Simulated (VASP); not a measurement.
Level of theory: PBE GGA, VASP's PBE PAW potentials (set 64) (plane waves; VASP 6.6.1).

VASP ran on this input.

File POSCAR:
```
PbF2
1
    0.0000000000     2.9975881462     2.9975881462
    2.9975881462     0.0000000000     2.9975881462
    2.9975881462     2.9975881462     0.0000000000
Pb F
1 2
Direct
  0.0000000000   0.0000000000   0.0000000000
  0.2500000000   0.2500000000   0.2500000000
  0.7500000000   0.7500000000   0.7500000000
```

**INCAR**
```
LMAXMIX=4   # l cut-off of mixed one-centre charges
ISMEAR=0   # Gaussian
EDIFF=1E-5   # SCF stop (eV)
IBRION=2   # conjugate gradients
SIGMA=0.05
LASPH=.True.   # aspherical one-centre terms
ISIF=2   # forces and stress, cell fixed
ENCUT=450   # plane-wave cut-off (eV)
LREAL=.False.   # projection in real space or not
LCHARG=.False.
GGA=PE   # PBE
NSW=20   # most ionic steps
EDIFFG=-0.03   # ionic stop
PREC=Normal
LWAVE=.False.
NELM=100
SYSTEM=PbF2
NELMIN=4
ALGO=Fast   # Davidson, then RMM-DIIS
```

**KPOINTS**
```
Automatic mesh
0
Gamma
9 9 9
0 0 0
```

POTCAR, in this order: Pb_d F (PBE.64 set). Program: vasp_std.

Output of the run:

**OUTCAR**
```
 ion  position               nearest neighbor table
   1  0.000  0.000  0.000-   3 2.60   3 2.60   3 2.60   2 2.60   3 2.60   2 2.60   2 2.60   2 2.60
  LATTYP: Found a face centered cubic cell.
 ALAT       =     5.9951762924
 Subroutine PRICEL returns:
 Original cell was already a primitive cell.
 Subroutine GETGRP returns: Found 48 space group operations
The static configuration has the point symmetry O_h .
The dynamic configuration has the point symmetry O_h .
 Subroutine INISYM returns: Found 48 space group operations
 Subroutine IBZKPT returns following result:
 Found     35 irreducible k-points:

 Following reciprocal coordinates:
            Coordinates               Weight
  0.000000  0.000000  0.000000      1.000000
  0.111111  0.000000  0.000000      8.000000
  0.222222  0.000000  0.000000      8.000000
  0.333333  0.000000  0.000000      8.000000
  0.444444  0.000000  0.000000      8.000000
  0.111111  0.111111  0.000000      6.000000
  0.222222  0.111111  0.000000     24.000000
  0.333333  0.111111  0.000000     24.000000
  0.444444  0.111111  0.000000     24.000000
 -0.444444  0.111111  0.000000     24.000000
 -0.333333  0.111111  0.000000     24.000000
 -0.222222  0.111111  0.000000     24.000000
 -0.111111  0.111111  0.000000     12.000000
  0.222222  0.222222  0.000000      6.000000
  0.333333  0.222222  0.000000     24.000000
  0.444444  0.222222  0.000000     24.000000
 -0.444444  0.222222  0.000000     24.000000
 -0.333333  0.222222  0.000000     24.000000
 -0.222222  0.222222  0.000000     12.000000
  0.333333  0.333333  0.000000      6.000000
  0.444444  0.333333  0.000000     24.000000
 -0.444444  0.333333  0.000000     24.000000
 -0.333333  0.333333  0.000000     12.000000
  0.444444  0.444444  0.000000      6.000000
 -0.444444  0.444444  0.000000     12.000000
  0.333333  0.222222  0.111111     24.000000
  0.444444  0.222222  0.111111     48.000000
 -0.444444  0.222222  0.111111     48.000000
  0.444444  0.333333  0.111111     24.000000
 -0.444444  0.333333  0.111111     48.000000
 -0.333333  0.333333  0.111111     48.000000
 -0.222222  0.333333  0.111111     24.000000
 -0.444444  0.444444  0.111111     24.000000
 -0.333333  0.444444  0.111111     24.000000
 -0.333333  0.444444  0.222222     24.000000
   k-points           NKPTS =     35   k-points in BZ     NKDIM =     35   number of bands    NBANDS=     18
   number of dos      NEDOS =    301   number of ions     NIONS =      3
   total plane-waves  NPLWV =  13824
   dimension x,y,z NGX =    24 NGY =   24 NGZ =   24
   dimension x,y,z NGXF=    48 NGYF=   48 NGZF=   48
   ions per type =               1   2
   PREC   = normal    normal or accurate (medium, high low for compatibility)
   ISTART =      0    job   : 0-new  1-cont  2-samecut
   ICHARG =      2    charge: 1-file 2-atom 10-const
   ISPIN  =      1    spin polarized calculation?
   LNONCOLLINEAR =      F non collinear calculations
   LSORBIT =      F    spin-orbit coupling
   INIWAV =      1    electr: 0-lowe 1-rand  2-diag
   ENCUT  =  450.0 eV  33.07 Ry    5.75 a.u.   7.33  7.33  7.33*2*pi/ulx,y,z
   NELM   =    100;   NELMIN=  4; NELMDL= -5     # of ELM steps
   EDIFF  = 0.1E-04   stopping-criterion for ELM
   LREAL  =      F    real-space projection
   NLSPLINE    = F    spline interpolate recip. space projectors
   LMAXMIX     =    4 max onsite mixed and CHGCAR
   VOSKOWN=      0    Vosko Wilk Nusair interpolation
   EDIFFG = -.3E-01   stopping-criterion for IOM
   NSW    =     20    number of steps for IOM
   NBLOCK =      1;   KBLOCK =     20    inner block; outer block
   IBRION =      2    ionic relax: 0-MD 1-quasi-New 2-CG
   NFREE  =      1    steps in history (QN), initial steepest desc. (CG)
...
```

### OSZICAR
```
       N       E                     dE             d eps       ncg     rms          rms(c)
DAV:   1     0.287205750485E+03    0.28721E+03   -0.13881E+04  1276   0.159E+03
DAV:   2     0.958854383143E+01   -0.27762E+03   -0.26830E+03  1452   0.427E+02
DAV:   3    -0.156114717084E+02   -0.25200E+02   -0.24989E+02  1456   0.146E+02
DAV:   4    -0.163244791650E+02   -0.71301E+00   -0.71253E+00  1380   0.262E+01
DAV:   5    -0.163458496300E+02   -0.21370E-01   -0.21370E-01  1448   0.450E+00    0.797E+00
RMM:   6    -0.143637134938E+02    0.19821E+01   -0.67499E+00  1305   0.175E+01    0.232E+00
RMM:   7    -0.143662570429E+02   -0.25435E-02   -0.76157E-01  1376   0.927E+00    0.165E+00
RMM:   8    -0.143569902257E+02    0.92668E-02   -0.21914E-01  1386   0.425E+00    0.493E-01
RMM:   9    -0.143562331212E+02    0.75710E-03   -0.44073E-02  1399   0.222E+00    0.194E-01
RMM:  10    -0.143575566852E+02   -0.13236E-02   -0.16881E-02  1409   0.124E+00    0.174E-01
RMM:  11    -0.143573339624E+02    0.22272E-03   -0.27154E-03  1541   0.566E-01    0.174E-02
RMM:  12    -0.143573838778E+02   -0.49915E-04   -0.64149E-04  1440   0.246E-01    0.189E-02
RMM:  13    -0.143573888995E+02   -0.50217E-05   -0.15509E-04  1257   0.117E-01    0.114E-02
RMM:  14    -0.143573882138E+02    0.68565E-06   -0.28543E-05   859   0.555E-02
   1 F= -.14357388E+02 E0= -.14357388E+02  d E =-.143574E+02
```

OUTCAR:
```
------------------------ aborting loop because EDIFF is reached ----------------------------------------
  FORCE on cell =-STRESS in cart. coord.  units (eV):
  Direction    XX          YY          ZZ          XY          YZ          ZX
  --------------------------------------------------------------------------------------
  Total       -0.5796417     -0.5796417     -0.5796417     -0.0000000     -0.0000000      0.0000000
  in kB      -17.2394871    -17.2394871    -17.2394871     -0.0000000     -0.0000000      0.0000000
  external PRESSURE =     -17.2394871 kB  Pullay stress =       0.0000000 kB
  volume of cell :       53.87
      direct lattice vectors                 reciprocal lattice vectors
     0.000000000  2.997588146  2.997588146    -0.166800766  0.166800766  0.166800766
     2.997588146  0.000000000  2.997588146     0.166800766 -0.166800766  0.166800766
     2.997588146  2.997588146  0.000000000     0.166800766  0.166800766 -0.166800766
 POSITION                                       TOTAL-FORCE (eV/Angst)
 -----------------------------------------------------------------------------------
      0.00000      0.00000      0.00000         0.000000     -0.000000     -0.000000
      1.49879      1.49879      1.49879         0.000000      0.000000      0.000000
      4.49638      4.49638      4.49638        -0.000000      0.000000     -0.000000
 -----------------------------------------------------------------------------------
    total drift:                               -0.000000      0.000000      0.000000
  FREE ENERGIE OF THE ION-ELECTRON SYSTEM (eV)
  ---------------------------------------------------
  free  energy   TOTEN  =       -14.3573882138 eV

  energy  without entropy=      -14.3573882138  energy(sigma->0) =      -14.35738821

 reached required accuracy - stopping structural energy minimisation
```
(Selected blocks of OUTCAR.)

At this cut-off the stress carries a Pulay error, which pulls relaxed volumes low.

The compound is PbF2 in the fluorite structure, the β form. It was relaxed first.
